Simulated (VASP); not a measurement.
Computed with PBE GGA, VASP's PBE PAW potentials (set 64) (plane waves; VASP 6.6.1).

A VASP calculation is set up with these files.

### POSCAR
```
CrW
1
    0.0000000000     3.0139770000     3.0139770000
    3.0139770000     0.0000000000     3.0139770000
    3.0139770000     3.0139770000     0.0000000000
Cr W
2 2
Direct
  0.7500000000   0.7500000000   0.7500000000
  0.5000000000   0.5000000000   0.5000000000
  0.0000000000   0.0000000000   0.0000000000
  0.2500000000   0.2500000000   0.2500000000
```

KPOINTS:
```
Automatic
0
gamma
 5 5 5
```

**INCAR**
```
ALGO  =  Normal   ! blocked Davidson
LMAXMIX  =  6   ! l cut-off of mixed one-centre charges
PREC  =  Accurate
LORBIT  =  11
SYSTEM  =  CrW
NELM  =  100   ! most electronic steps
LREAL  =  .False.   ! projection in real space or not
ISMEAR  =  -1   ! Fermi-Dirac
GGA  =  PE   ! PBE
ISIF  =  2
MAGMOM  =  2*3.0 2*0.0
SIGMA  =  0.1
LCHARG  =  .False.
LWAVE  =  .False.
EDIFF  =  1E-6
LASPH  =  .True.
ISPIN  =  2
ENCUT  =  300   ! plane-wave cut-off (eV)
```

POTCAR, in this order: Cr_pv W_sv (PBE.64 set). Program: vasp_std.

Output

**OUTCAR**
```
 ion  position               nearest neighbor table
   1  0.750  0.750  0.750-   2 2.61   2 2.61   2 2.61   3 2.61   3 2.61   3 2.61   3 2.61   2 2.61
                             4 3.01   4 3.01   4 3.01   4 3.01   4 3.01   4 3.01
   2  0.500  0.500  0.500-   4 2.61   4 2.61   4 2.61   1 2.61   1 2.61   1 2.61   4 2.61   1 2.61
                             3 3.01   3 3.01   3 3.01   3 3.01   3 3.01   3 3.01
   3  0.000  0.000  0.000-   1 2.61   1 2.61   1 2.61   4 2.61   4 2.61   4 2.61   4 2.61   1 2.61
                             2 3.01   2 3.01   2 3.01   2 3.01   2 3.01   2 3.01
   4  0.250  0.250  0.250-   3 2.61   3 2.61   3 2.61   2 2.61   2 2.61   2 2.61   3 2.61   2 2.61
                             1 3.01   1 3.01   1 3.01   1 3.01   1 3.01   1 3.01
  LATTYP: Found a face centered cubic cell.
 ALAT       =     6.0279540000
 Subroutine PRICEL returns:
 Original cell was already a primitive cell.
 Subroutine GETGRP returns: Found 48 space group operations
The static configuration has the point symmetry T_d .
 The point group associated with its full space group is O_h .
The dynamic configuration has the point symmetry T_d .
The overall configuration has the point symmetry T_d .
 Subroutine INISYM returns: Found 48 space group operations
 Subroutine IBZKPT returns following result:
 Found     10 irreducible k-points:

 Following reciprocal coordinates:
            Coordinates               Weight
  0.000000  0.000000  0.000000      1.000000
...
```

File OSZICAR:
```
       N       E                     dE             d eps       ncg     rms          rms(c)
DAV:   1     0.502006555816E+03    0.50201E+03   -0.21432E+04  1392   0.132E+03
DAV:   2    -0.182255568982E+02   -0.52023E+03   -0.50346E+03  1384   0.464E+02
DAV:   3    -0.468239303044E+02   -0.28598E+02   -0.27006E+02  1608   0.111E+02
DAV:   4    -0.476345943263E+02   -0.81066E+00   -0.80403E+00  1646   0.173E+01
DAV:   5    -0.476544977769E+02   -0.19903E-01   -0.19878E-01  1832   0.265E+00    0.419E+01
DAV:   6    -0.552367467038E+02   -0.75822E+01   -0.74084E+01  1684   0.642E+01    0.359E+01
DAV:   7    -0.459982689389E+02    0.92385E+01   -0.10335E+02  1758   0.549E+01    0.161E+01
DAV:   8    -0.446158182843E+02    0.13825E+01   -0.46717E+00  1606   0.144E+01    0.627E+00
DAV:   9    -0.445709448163E+02    0.44873E-01   -0.28801E-01  1736   0.327E+00    0.252E+00
DAV:  10    -0.445462985832E+02    0.24646E-01   -0.85925E-02  1710   0.187E+00    0.121E+00
DAV:  11    -0.445459360398E+02    0.36254E-03   -0.71748E-03  1458   0.505E-01    0.365E-01
DAV:  12    -0.445454007544E+02    0.53529E-03   -0.40571E-03  1592   0.452E-01    0.579E-02
DAV:  13    -0.445454099970E+02   -0.92426E-05   -0.10997E-04  1784   0.736E-02    0.298E-02
DAV:  14    -0.445454154461E+02   -0.54491E-05   -0.17856E-05  1720   0.261E-02    0.204E-02
DAV:  15    -0.445454119130E+02    0.35330E-05   -0.52090E-06  1386   0.182E-02    0.615E-03
DAV:  16    -0.445454111186E+02    0.79448E-06   -0.37186E-07   708   0.377E-03
   1 F= -.44545411E+02 E0= -.44496346E+02  d E =-.981310E-01  mag=    -0.0001
```

OUTCAR:
```
------------------------ aborting loop because EDIFF is reached ----------------------------------------
  FORCE on cell =-STRESS in cart. coord.  units (eV):
  Direction    XX          YY          ZZ          XY          YZ          ZX
  --------------------------------------------------------------------------------------
  Total        2.2299661      2.2299661      2.2299661      0.0000000      0.0000000     -0.0000000
  in kB       65.2467753     65.2467753     65.2467753      0.0000000      0.0000000     -0.0000000
  external PRESSURE =      65.2467753 kB  Pullay stress =       0.0000000 kB
  volume of cell :       54.76
      direct lattice vectors                 reciprocal lattice vectors
     0.000000000  3.013977000  3.013977000    -0.165893768  0.165893768  0.165893768
     3.013977000  0.000000000  3.013977000     0.165893768 -0.165893768  0.165893768
     3.013977000  3.013977000  0.000000000     0.165893768  0.165893768 -0.165893768
 POSITION                                       TOTAL-FORCE (eV/Angst)
 -----------------------------------------------------------------------------------
      4.52097      4.52097      4.52097        -0.000000      0.000000     -0.000000
      3.01398      3.01398      3.01398         0.000000     -0.000000      0.000000
      0.00000      0.00000      0.00000        -0.000000     -0.000000      0.000000
      1.50699      1.50699      1.50699         0.000000     -0.000000      0.000000
 -----------------------------------------------------------------------------------
    total drift:                               -0.000000      0.000000      0.000000
  FREE ENERGIE OF THE ION-ELECTRON SYSTEM (eV)
  ---------------------------------------------------
  free  energy   TOTEN  =       -44.5454111186 eV

  energy  without entropy=      -44.4472800900  energy(sigma->0) =      -44.49634560

 total charge

# of ion       s       p       d       tot
------------------------------------------
    1        0.395   6.383   4.164  10.941
    2        0.395   6.383   4.164  10.941
    3        2.446   6.341   3.457  12.244
    4        2.446   6.341   3.457  12.244
--------------------------------------------------
tot          5.682  25.447  15.242  46.370

 magnetization (x)

# of ion       s       p       d       tot
------------------------------------------
    1       -0.000  -0.000  -0.000  -0.000
    2       -0.000  -0.000  -0.000  -0.000
    3       -0.000   0.000   0.000   0.000
    4       -0.000   0.000   0.000   0.000
--------------------------------------------------
tot         -0.000  -0.000  -0.000  -0.000
```
(Selected blocks of OUTCAR.)

OUTCAR:
```
 val. band max:       11.1050259145   @ k =  -0.4000   0.4000   0.0000

 cond. band min:      11.2527817681   @ k =   0.4000   0.4000   0.0000


 Fermi energy:        11.2220264703

 spin component 1

 k-point     1 :       0.0000    0.0000    0.0000
  band No.  band energies     occupation
      1     -62.6602      1.00000
      2     -62.4455      1.00000
      3     -32.1175      1.00000
      4     -32.1175      1.00000
      5     -32.1175      1.00000
      6     -31.9368      1.00000
      7     -31.9368      1.00000
      8     -31.9368      1.00000
      9     -27.1985      1.00000
     10     -27.1985      1.00000
     11     -27.1985      1.00000
     12     -26.4987      1.00000
     13     -26.4987      1.00000
     14     -26.4987      1.00000
     15       2.3423      1.00000
     16       6.1139      1.00000
     17       6.1139      1.00000
     18       8.4971      1.00000
     19       8.4971      1.00000
     20       8.4971      1.00000
     21       8.6642      1.00000
     22       8.6642      1.00000
     23       8.6642      1.00000
     24      10.2009      0.99996
     25      10.2009      0.99996
     26      10.2009      0.99996
     27      12.0324      0.00030
     28      12.0324      0.00030
     29      13.2446      0.00000
     30      13.2446      0.00000
     31      14.3938      0.00000
     32      14.3938      0.00000
     33      14.3938      0.00000
     34      14.9835      0.00000

 k-point     2 :       0.2000    0.0000    0.0000
  band No.  band energies     occupation
      1     -62.6452      1.00000
      2     -62.4609      1.00000
      3     -32.1275      1.00000
      4     -32.1275      1.00000
      5     -32.1205      1.00000
      6     -31.9336      1.00000
      7     -31.9280      1.00000
      8     -31.9280      1.00000
      9     -27.2236      1.00000
     10     -27.2236      1.00000
     11     -27.1882      1.00000
     12     -26.5134      1.00000
...
```

At this cut-off the stress carries a Pulay error, which pulls relaxed volumes low. The moments were started parallel, and other spin orders were not tried in this run. Unless said otherwise, spin-orbit coupling is left out, though it shifts the bands of the heavy elements here.

The structure was generated: CrW was put into an ordered model structure, which need not be its known phase. The cell was not relaxed at this level, and its volume differs by -5.9 % from the start's. The k-mesh is coarse (spacing up to 0.36 per Å, 2π included), so the numbers may not be converged in it.
